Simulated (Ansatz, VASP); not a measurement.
## One calculation of GaIr5, two programs

```xyz
6
Lattice="2.7595 0.0000 0.0000 -1.3797 2.3898 0.0000 0.0000 0.0000 13.1633" Properties=species:S:1:pos:R:3 pbc="T T T"
Ga    0.0000    0.0000    0.0000
Ir    0.0000    1.5932    2.1011
Ir    1.3797    0.7966    4.3619
Ir    1.3797    0.7966   11.0622
Ir    0.0000    1.5932    8.8013
Ir    0.0000    0.0000    6.5816
```

Alike in both runs: functional PBE; k mesh 7 × 7 × 2; occupations gaussian, width 0.2 eV; no spin polarisation.

Ansatz relaxed the structure, and its values are those at the end. VASP's run is a single point on that final structure, the one shown.

|  | VASP | Ansatz |
| --- | --- | --- |
| version | VASP 6.6.1 | Ansatz 0.2.0 |
| potentials or method | VASP PAW PBE potentials, release 64 (Ga_d, Ir) | scalar-relativistic, plane waves, PAW |
| plane-wave cutoff (eV) | 520 | 420 |
| valence electrons in the cell | 58 | 98 |

Ansatz gave:

| Item | Value |
| --- | --- |
| gap on the k mesh at the Fermi level (eV) | none |
| pressure (GPa) | 0.0 |

Estimate VASP's values.

gap on the k mesh at the Fermi level (eV): none; pressure (GPa): 0.5.

A gap of «none» marks a metal or a gap that the smearing closes. The functional is the same, so the differences come from potentials, cutoffs and numerics. The two sets of potentials don't hold the same shells in valence.

Caveats: the k mesh is coarse (spacing up to 0.38 Å⁻¹), so the values aren't converged. The runs have no spin-orbit coupling, so splittings on Ir are missing.
